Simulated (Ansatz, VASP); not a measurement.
# ZnO (zincite): VASP beside Ansatz, part 3 of 3

Wanted: the spread between two codes on one cell, functional and k mesh. The cell is taken from a series of runs on this material, whose earlier steps may have relaxed, scaled, displaced or heated it; both programs get it as it stands.

VASP 6.6.1 and Ansatz 0.2.0.

So far: Set-up; VASP: zone-centre phonons, PBE.

**3. Ansatz: zone-centre phonons, PBE**

Level of this step: Ansatz beside VASP: Kohn-Sham DFT, plane waves, PBE (Ansatz).

Ansatz runs on its PAW soft_1 files.

The same cell, functional and mesh now go to Ansatz, which takes its cutoff from its data sets.

input.yaml

```yaml
crystal:
  lattice:
    - [3.1673696605, 0.0, 0.0]
    - [-1.5836848302, 2.7430225892, 0.0]
    - [0.0, 0.0, 5.1094881345]
  atoms:
    - { symbol: O, position: [0.6666666667, 0.3333333333, 0.3790545698] }
    - { symbol: O, position: [0.3333333333, 0.6666666667, 0.8790545698] }
    - { symbol: Zn, position: [0.3333333333, 0.6666666667, 0.4999554302] }
    - { symbol: Zn, position: [0.6666666667, 0.3333333333, -4.45698e-05] }
kpoints:
  mp_grid: { grid: [15, 15, 10] }
hamiltonian:
  xc: pbe
  pseudopotentials: { kind: paw, azcp: { folder: soft_1 } }
scf:
  occupations: { method: fixed }
output:
  eigenvalues: true
phonons:
  method: dfpt
  dielectric: true
  rigid_motions: translations
```

Run with:

```bash
$ ansatz run input.yaml --threads 4 --pin off --max-ram 16384MiB --backend cpu --events-out ev --progress --plain --runs-dir out
```

Numbers of over 12 decimals in the logs are rounded to 6 here.

Output:

```text
Engine: ansatz 0.2.0, aarch64-unknown-linux-gnu
Pseudopotentials: kind: paw
Pseudopotential: O, paw, valence charge 6, recommended cutoff 420 eV (normal), soft_1/O.paw.azcp
Pseudopotential: Zn, paw, valence charge 12, recommended cutoff 420 eV (normal), soft_1/Zn.paw.azcp
Functional definition: PBE
  parameter kappa = 0.804
  parameter beta = 0.066725
  exchange = pbe_x(kappa = kappa, mu = beta*pi^2/3)
  correlation = pbe_c(beta = beta)
Crystal: 4 atoms, lattice volume = 44.392 Å³
Basis set: ecut = 420 eV, 857 PW (Γ), exchange–correlation on 48×48×72 points (8 copies of the dense FFT grid, shifted against one another)
Bands: 22, of which v1, the nominal top of the filled ones, is band 18 counted from 1 (17 counted from 0)
Symmetry: 12 space group operations
k-points: 608 of 2250 (irreducible under 2 space group operations, time reversal used)
Non-local potential: O, projectors of the file, l = 0: 2, l = 1: 2, l = 2: 1
Non-local potential: Zn, projectors of the file, l = 0: 2, l = 1: 2, l = 2: 3, l = 3: 1
PAW form: soft (Blöchl's): semilocal exchange-correlation on the pseudo side does not see the compensation charge
PAW one-centre angular grid: O, 110 points (default); XC on 64 Gauss nodes
PAW one-centre angular grid: Zn, 590 points (default); XC on 64 Gauss nodes
Initial density: superposition of atomic densities (chi_scale 0.1, normalization cell, long waves kept (reshape's long-wave potential 0.00 eV rms))
Initial wavefunctions: pseudopotential atomic-orbital guess
Functional: x = pbe(κ = 0.804, μ = 0.219515), c = pbe(β = 0.066725)
SCF iter   1: F=—  HF=-7774.381596 eV  |F-HF|=—  |Δ(HF+E_count)|=         —  Δρ=1.12e-1  dr2=3.02e0  ethr=3.10e-3  ⟨swp⟩=4.5  Hψ=63209  notcnv=0  defer=1109
preconditioner: auto → Resta (q_TF=auto, 2.635 Å⁻¹)  ε∞=6.4  [insulator: Δε(μ)=1.499 eV  Ē_g=14.372 eV  n_scr=22 (ndim 8)  ℏωp=33.4 eV  f_vac=0.000  ε∞_Penn≈6.4]
SCF iter   2: F=—  HF=-7773.565595 eV  |F-HF|=—  |Δ(HF+E_count)|=   8.16e-1  Δρ=2.44e-2  dr2=2.35e-1  ethr=3.10e-3  ⟨swp⟩=2.1  Hψ=30132  notcnv=0  defer=524
SCF iter   3: F=—  HF=-7773.462156 eV  |F-HF|=—  |Δ(HF+E_count)|=   1.03e-1  Δρ=1.96e-2  dr2=1.39e-1  ethr=6.53e-4  ⟨swp⟩=2.0  Hψ=29206  notcnv=0  defer=1193
SCF iter   4: F=—  HF=-7773.453284 eV  |F-HF|=—  |Δ(HF+E_count)|=   8.87e-3  Δρ=7.64e-3  dr2=1.39e-2  ethr=3.85e-4  ⟨swp⟩=2.0  Hψ=24299  notcnv=0  defer=1211
SCF iter   5: F=—  HF=-7773.463702 eV  |F-HF|=—  |Δ(HF+E_count)|=   1.04e-2  Δρ=3.71e-3  dr2=3.50e-3  ethr=3.87e-5  ⟨swp⟩=3.0  Hψ=30242  notcnv=0  defer=1208
SCF iter   6: F=—  HF=-7773.463294 eV  |F-HF|=—  |Δ(HF+E_count)|=   4.08e-4  Δρ=1.21e-3  dr2=3.69e-4  ethr=9.72e-6  ⟨swp⟩=2.6  Hψ=24902  notcnv=0  defer=1212
SCF iter   7: F=—  HF=-7773.463610 eV  |F-HF|=—  |Δ(HF+E_count)|=   3.15e-4  Δρ=4.09e-4  dr2=3.61e-5  ethr=1.02e-6  ⟨swp⟩=2.0  Hψ=24324  notcnv=0  defer=1212
SCF iter   8: F=—  HF=-7773.463630 eV  |F-HF|=—  |Δ(HF+E_count)|=   2.08e-5  Δρ=4.63e-5  dr2=9.84e-7  ethr=1.00e-7  ⟨swp⟩=2.0  Hψ=23849  notcnv=0  defer=387
SCF iter   9: F=—  HF=-7773.463632 eV  |F-HF|=—  |Δ(HF+E_count)|=   2.08e-6  Δρ=1.16e-5  dr2=4.16e-8  ethr=2.73e-9  ⟨swp⟩=2.0  Hψ=24145  notcnv=0
SCF iter  10: F=—  HF=-7773.463632 eV  |F-HF|=—  |Δ(HF+E_count)|=   3.14e-8  Δρ=1.33e-6  dr2=9.00e-10  ethr=1.16e-10  ⟨swp⟩=2.0  Hψ=22917  notcnv=0
SCF iter  11: F=-7773.463632 eV  HF=-7773.463632 eV  |F-HF|=8.19e-12  |Δ(HF+E_count)|=  6.99e-10  Δρ=3.29e-7  dr2=3.77e-11  ethr=1.00e-12  ⟨swp⟩=8.7  Hψ=84002  notcnv=0
SCF 1 converged in 11 iterations: F = -7773.463632 eV  dr2 = 3.77e-11
  greatest PAW one-centre occupation: 0.988 electrons in one spin orbital (limit 2), on the Zn atom at site 3 (counted from 0), in its partial waves of l = 2
NSCF: frozen V_eff on 4 k-points
DFPT response loops at Γ: preconditioner auto → Resta (q_TF=auto, 2.635 Å⁻¹)  ε∞=8.2 (no band partly filled); β = 1.00, the filter's whole step (`scf.mixing.beta` (0.50) is not read by the response loops at its default; to damp them type it under 1.00, their step now; it binds the ground state too); Broyden in place of MSR1
── the response to a field inside a basis, on 16×16×10 k-points: an SCF that follows is theirs, and a resumed run solves both again ──
Bands: 19, of which v1, the nominal top of the filled ones, is band 18 counted from 1 (17 counted from 0)
k-points: 360 of 2560 (irreducible under 4 space group operations, time reversal used)
Initial density: handed on by an earlier stage of this run
Initial wavefunctions: pseudopotential atomic-orbital guess (no wavefunctions were taken with the density)
Eigensolver: Dense (360 Hₖ)
SCF iter   1: F=—  HF=-7773.464300 eV  |F-HF|=—  |Δ(HF+E_count)|=         —  Δρ=5.05e-4  dr2=3.00e-5  ethr=1.00e-1
preconditioner: auto → Resta (q_TF=auto, 2.635 Å⁻¹)  ε∞=10.7  [insulator: Δε(μ)=1.082 eV  Ē_g=10.719 eV  n_scr=22 (ndim 8)  ℏωp=33.4 eV  f_vac=0.027  ε∞_Penn≈10.7]
SCF iter   2: F=—  HF=-7773.464305 eV  |F-HF|=—  |Δ(HF+E_count)|=   5.09e-6  Δρ=5.14e-4  dr2=5.24e-5  ethr=8.34e-8
SCF iter   3: F=—  HF=-7773.464303 eV  |F-HF|=—  |Δ(HF+E_count)|=   1.83e-6  Δρ=8.38e-5  dr2=7.78e-7  ethr=8.34e-8
SCF iter   4: F=—  HF=-7773.464298 eV  |F-HF|=—  |Δ(HF+E_count)|=   5.01e-6  Δρ=3.06e-5  dr2=1.44e-7  ethr=2.16e-9
SCF iter   5: F=-7773.464299 eV  HF=-7773.464299 eV  |F-HF|=5.53e-8  |Δ(HF+E_count)|=   4.93e-7  Δρ=2.04e-5  dr2=9.27e-8  ethr=3.99e-10
SCF 1 converged in 5 iterations: F = -7773.464299 eV  dr2 = 9.27e-8
  greatest PAW one-centre occupation: 0.987 electrons in one spin orbital (limit 2), on the Zn atom at site 2 (counted from 0), in its partial waves of l = 2
DFPT response loops at Γ: preconditioner auto → Resta (q_TF=auto, 2.635 Å⁻¹)  ε∞=7.4 (no band partly filled); β = 1.00, the filter's whole step (`scf.mixing.beta` (0.50) is not read by the response loops at its default; to damp them type it under 1.00, their step now; it binds the ground state too); Broyden in place of MSR1
WARN: field response: ε∞ stands inside a basis, on 16×16×10 points; the force constants stand on the 15×15×10 k-mesh, whose period is 13.45 times the interband length at k = (0.0000, 0.0000, 0.0000), direct gap 0.889 eV, under 14: take them and everything formed from them as unconverged, and compare with a denser kpoints.mp_grid
SCF converged after 11 iterations
Free energy (F): -7773.463632 eV
Harris-Foulkes:  -7773.463632 eV  (|F-HF|=8.19e-12)
Internal energy: -7773.463632 eV  (E = F + TS)
E sigma→0 (E₀):  -7773.463632 eV
Fermi energy:    8.277117 eV
--- Per-component energies (eV) ---
  E_band       = 94.167552
  E_kinetic    = 635.294101
  E_local      = -4335.071825  (includes V_loc(G=0)·N_el)
  E_nonlocal   = 1756.766680
  E_hartree    = 1629.044357
  E_xc         = -299.952386
  E_vxc        = -284.805198  (∫ρ·V_xc dr)
  E_paw        = -4127.086209  (= ΣΔE_a)
  E_vpaw       = -936.106203  (= ΣTr[D̂ρ^β])
  E_aug_tail   = 0.001184  (compensation charges beyond the density's cutoff)
  E_ewald      = -3032.459535
  E_smearing   = -0.000000  (= −TS)
  E_closure    = 0.000000  (closes the sum)
  Σ components = -7773.463632   (vs F -7773.463632, Δ=0.00e0)
--- Band table (eV; the first three rows and the last of 608) ---
  k-point 0: bands = [... 14 lower, 7.4012, 8.1619, 8.2771, 8.2771, 9.1663, 13.7745, 16.6973, 21.5680]
  k-point 1: bands = [... 14 lower, 7.4229, 7.9138, 8.2560, 8.2560, 9.4494, 13.6785, 16.7796, 21.5664]
  k-point 2: bands = [... 14 lower, 7.4860, 7.4860, 8.1953, 8.1953, 9.9980, 13.4068, 17.0197, 21.3863]
  k-point 607: bands = [... 14 lower, 5.3911, 5.4805, 6.9601, 7.1017, 13.9905, 15.9686, 17.0713, 17.3348]
--- Phonons (Γ-DFPT): 4 representative perturbations + reference, on 608 of 2250 k-points (Σ response iterations 16) ---
  k mesh reduced under 2 symmetry operations, with k and −k counted as one. Each operation leaves every solved perturbation unchanged. A smaller set is not considered because the run solves the response to a homogeneous field
  ASR residual: 2.243e-4 → 0.000e0 eV/Å²; symmetrization residual: 2.929e-6 eV/Å²
  ASR residual per site (eV/Å²): 2.24e-4 2.24e-4 5.49e-5 5.49e-5
  Γ frequencies (cm⁻¹): 0.00 0.00 0.00 70.11 70.11 266.89 426.46 446.71 446.71 482.68 482.68 586.13
  ε∞ (high-frequency dielectric tensor):
        4.869728     0.000000     0.000000
        0.000000     4.869728    -0.000000
        0.000000    -0.000000     4.926955
  ε⁰ (static dielectric tensor: ions relaxed, cell fixed):
        8.579495     0.000000     0.000000
        0.000000     8.579495     0.000000
        0.000000     0.000000     9.212285
  ε⁰ − ε∞ (ionic part):
        3.709767     0.000000     0.000000
        0.000000     3.709767     0.000000
        0.000000     0.000000     4.285330
  softest optical mode at Γ: 70.11 cm⁻¹; the repairs (sum rule, projections) moved no ω² at Γ by more than (2.10 cm⁻¹)²
  Born effective charges Z* (e; rows j = field, columns β = displacement):
    site 0:
        -2.07175   -0.00000   -0.00000
        -0.00000   -2.07175    0.00000
        -0.00000    0.00000   -2.12573
    site 1:
        -2.07175   -0.00000   -0.00000
        -0.00000   -2.07175    0.00000
        -0.00000    0.00000   -2.12573
    site 2:
         2.07175    0.00000    0.00000
         0.00000    2.07175   -0.00000
         0.00000   -0.00000    2.12573
    site 3:
         2.07175    0.00000    0.00000
         0.00000    2.07175   -0.00000
         0.00000   -0.00000    2.12573
  Z* charge neutrality: 1.756e-3 e pre-enforcement
  solved inside a basis spanned on kpoints, on 16×16×10 k-points, its susceptibility summed on 26×26×14: ε∞ is read to err by 1.7e-2, Z* by 1.5e-2 e (field_mesh: kpoints solves on kpoints); Z* is corrected for what the basis lacks
  optical modes at Γ without the LO–TO term, one row a degenerate level:
      ω (cm⁻¹)  modes    IR ((D/Å)²/amu)
         70.11      2             0.0000
        266.89      1             0.0000
        426.46      1            16.2212
[...]
optical modes at Γ + LO–TO along q̂ = [1.0000, 0.0000, 0.0000]:
      ω (cm⁻¹)  modes    IR ((D/Å)²/amu)
[...]
optical modes at Γ + LO–TO along q̂ = [0.0000, 1.0000, 0.0000]:
      ω (cm⁻¹)  modes    IR ((D/Å)²/amu)
[...]
586.13      1             0.0000
        592.93      1            15.4078
  optical modes at Γ + LO–TO along q̂ = [0.0000, 0.0000, 1.0000]:
      ω (cm⁻¹)  modes    IR ((D/Å)²/amu)
         70.11      2             0.0000
        266.89      1             0.0000
        446.71      2            30.8156
        482.68      2             0.0000
        583.14      1            16.2212
        586.13      1             0.0000
```

Reading the cycles: dr2 is the Hartree energy of the density residual (eV), the measure of convergence; HF is the Harris–Foulkes estimate of the energy, which meets the free energy F at convergence.

**4. Comparison**

Known differences besides the potentials themselves: fixed occupations in Ansatz, narrow Gaussian smearing in VASP; VASP's response is taken on the typed mesh, Ansatz refines its own for the field response alone; the cutoff is 420 eV in Ansatz and 600 eV in VASP; VASP's log repeats an internal error in its field response. Total energies have different zeros and are not compared.

The two programs side by side:

| quantity | Ansatz | VASP | difference |
| --- | --- | --- | --- |
| ε∞ xx | 4.87 | 4.89 | -0.49 % |
| ε∞ yy | 4.87 | 4.89 | -0.49 % |
| ε∞ zz | 4.93 | 4.92 | +0.22 % |
| Born charge of O1 (mean of the diagonal) (e) | -2.09 | -2.09 | 0.00 |
| Born charge of Zn3 (mean of the diagonal) (e) | 2.09 | 2.09 | 0.00 |
| optical mode 1 to 2 (cm⁻¹) | 70.1 | 67.9 | +3.27 % |
| optical mode 3 (cm⁻¹) | 266.9 | 268.4 | -0.58 % |
| optical mode 4 (cm⁻¹) | 426.5 | 434.8 | -1.93 % |
| optical mode 5 to 6 (cm⁻¹) | 446.7 | 455.2 | -1.87 % |
| optical mode 7 to 8 (cm⁻¹) | 482.7 | 492.2 | -1.94 % |
| optical mode 9 (cm⁻¹) | 586.1 | 592.6 | -1.08 % |

Modes are paired by rising frequency, not by their patterns, so a pair may set unlike modes beside each other; they are those without the splitting of longitudinal modes.

**5. Outcome**

```json
{
  "r.m.s. difference of the optical zone-centre modes, each program's sorted by frequency (zone-centre phonons, PBE)": "7.1 cm⁻¹",
  "difference in optical mode 1 to 2 (zone-centre phonons, PBE)": "+3.3 %"
}
```

The r.m.s. difference of the optical zone-centre modes, each program's sorted by frequency is 7.1 cm⁻¹ (zone-centre phonons, PBE). Among the rows given in per cent, the largest difference of the zone-centre phonons, PBE pair is in optical mode 1 to 2, +3.3 %. Such differences can come from data sets, numerical settings and the points named under the comparisons, not from the functional's error against experiment.

[Lines on the potential files, build, host, timing and source positions are cut from VASP's logs without a mark.]

[Logs are printed without paths, hosts, clocks, repeated set-up lines and the standing remarks that a program may print on its own settings, such as how far it seeks lower states.]

[Hosts, paths, dates, database ids (printed as entryN), source tags and the programs' standing remarks are cut or masked in the printed files.]
